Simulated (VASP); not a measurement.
Level of theory: PBE GGA with D4 dispersion, VASP's PBE PAW potentials (set 64) (plane waves; VASP).

VASP input:

**POSCAR**
```
W
1
   -1.5974149254     1.5974149254     1.5974149254
    1.5974149254    -1.5974149254     1.5974149254
    1.5974149254     1.5974149254    -1.5974149254
W
1
Direct
  0.0000000000   0.0000000000   0.0000000000
```

**INCAR**
```
LREAL=.FALSE.   # projection in real space or not
EDIFF=1E-7   # SCF stop (eV)
LASPH=.TRUE.
PREC=Accurate
SIGMA=0.1
LWAVE=.FALSE.
ISIF=2
LCHARG=.FALSE.
SYSTEM=W
ISMEAR=1
ALGO=Normal   # blocked Davidson
ENCUT=520
IVDW=13   # D4
NELM=100   # most electronic steps
GGA=PE   # PBE
LMAXMIX=6   # l cut-off of mixed one-centre charges
```

**KPOINTS**
```
Automatic mesh
0
G
  16 16 16
```

POTCAR, in this order: W_sv (PBE.64 set). Program: vasp_std.

Output

File OSZICAR:
```
       N       E                     dE             d eps       ncg     rms          rms(c)
DAV:   1     0.771973887989E+02    0.77197E+02   -0.79005E+03  3222   0.144E+03
DAV:   2    -0.120174715330E+02   -0.89215E+02   -0.86325E+02  3433   0.334E+02
DAV:   3    -0.135932113934E+02   -0.15757E+01   -0.15609E+01  3661   0.437E+01
DAV:   4    -0.136018521938E+02   -0.86408E-02   -0.86400E-02  3460   0.353E+00
DAV:   5    -0.136019223374E+02   -0.70144E-04   -0.70142E-04  3550   0.324E-01    0.199E+01
DAV:   6    -0.130915692821E+02    0.51035E+00   -0.61545E-01  3412   0.104E+01    0.773E+00
DAV:   7    -0.129592160063E+02    0.13235E+00   -0.32345E-01  3508   0.706E+00    0.717E-01
DAV:   8    -0.129553995067E+02    0.38165E-02   -0.41938E-03  3292   0.994E-01    0.134E-01
DAV:   9    -0.129552528235E+02    0.14668E-03   -0.25669E-04  3604   0.205E-01    0.399E-02
DAV:  10    -0.129552484823E+02    0.43412E-05   -0.12808E-05  3412   0.516E-02    0.610E-03
DAV:  11    -0.129552491041E+02   -0.62184E-06   -0.19889E-07  3202   0.584E-03    0.624E-04
DAV:  12    -0.129552489144E+02    0.18972E-06   -0.78878E-09  1763   0.118E-03    0.706E-05
DAV:  13    -0.129552489269E+02   -0.12506E-07   -0.71613E-10  1709   0.403E-04
   1 F= -.13658347E+02 E0= -.13658066E+02  d E =-.844034E-03
```

**OUTCAR**
```
------------------------ aborting loop because EDIFF is reached ----------------------------------------
  Edisp (eV):   -0.70310
  FORCE on cell =-STRESS in cart. coord.  units (eV):
  Direction    XX          YY          ZZ          XY          YZ          ZX
  --------------------------------------------------------------------------------------
  Total      -0.95789    -0.95789    -0.95789     0.00000     0.00000     0.00000
  in kB     -94.12653   -94.12653   -94.12653     0.00000     0.00000     0.00000
  external pressure =      -94.13 kB  Pullay stress =        0.00 kB
  volume of cell :       16.30
      direct lattice vectors                 reciprocal lattice vectors
    -1.597414925  1.597414925  1.597414925     0.000000000  0.313005714  0.313005714
     1.597414925 -1.597414925  1.597414925     0.313005714  0.000000000  0.313005714
     1.597414925  1.597414925 -1.597414925     0.313005714  0.313005714  0.000000000
 POSITION                                       TOTAL-FORCE (eV/Angst)
 -----------------------------------------------------------------------------------
      0.00000      0.00000      0.00000         0.000000      0.000000     -0.000000
 -----------------------------------------------------------------------------------
    total drift:                                0.000000      0.000000      0.000000
  FREE ENERGIE OF THE ION-ELECTRON SYSTEM (eV)
  ---------------------------------------------------
  free  energy   TOTEN  =       -13.6583471796 eV

  energy  without entropy=      -13.6575031451  energy(sigma->0) =      -13.65806583
```
(Selected blocks of OUTCAR.)

**OUTCAR**
```
 val. band max:       11.0630282773   @ k =  -0.2500   0.3125   0.1250

 cond. band min:      11.0807117871   @ k =  -0.3125   0.3125   0.1875


 Fermi energy:        11.0804877450

 k-point     1 :       0.0000    0.0000    0.0000
  band No.  band energies     occupation
      1     -63.1790      2.00000
      2     -26.7809      2.00000
      3     -26.7809      2.00000
      4     -26.7809      2.00000
      5       1.5593      2.00000
      6       9.8581      2.00000
      7       9.8581      2.00000
      8       9.8581      2.00000
      9      13.2357      0.00000
     10      13.2357      0.00000
     11      25.4917      0.00000

 k-point     2 :       0.0625    0.0000    0.0000
  band No.  band energies     occupation
      1     -63.1745      2.00000
      2     -26.8290      2.00000
      3     -26.7960      2.00000
      4     -26.7811      2.00000
      5       1.7422      2.00000
      6       9.7476      2.00000
      7       9.8328      2.00000
      8      10.0339      2.00000
      9      13.0615     -0.00000
     10      13.2372      0.00000
     11      25.6457      0.00000

 k-point     3 :       0.1250    0.0000    0.0000
  band No.  band energies     occupation
      1     -63.1618      2.00000
      2     -26.9642      2.00000
      3     -26.8388      2.00000
      4     -26.7817      2.00000
      5       2.2661      2.00000
      6       9.4483      2.00000
      7       9.7171      2.00000
      8      10.5544      2.00000
      9      12.7201     -0.00000
     10      13.2523      0.00000
     11      26.0039      0.00000

 k-point     4 :       0.1875    0.0000    0.0000
  band No.  band energies     occupation
      1     -63.1426      2.00000
      2     -27.1621      2.00000
      3     -26.9022      2.00000
      4     -26.7825      2.00000
      5       3.0486      2.00000
      6       9.0363      2.00000
      7       9.4691      2.00000
      8      11.3966     -0.00007
      9      12.5368     -0.00000
...
```

Unless said otherwise, spin-orbit coupling is left out, though it shifts the bands of the heavy elements here.

The compound is W in the bcc structure. This cell is one point of a volume scan, at 1.03 of the reference volume.
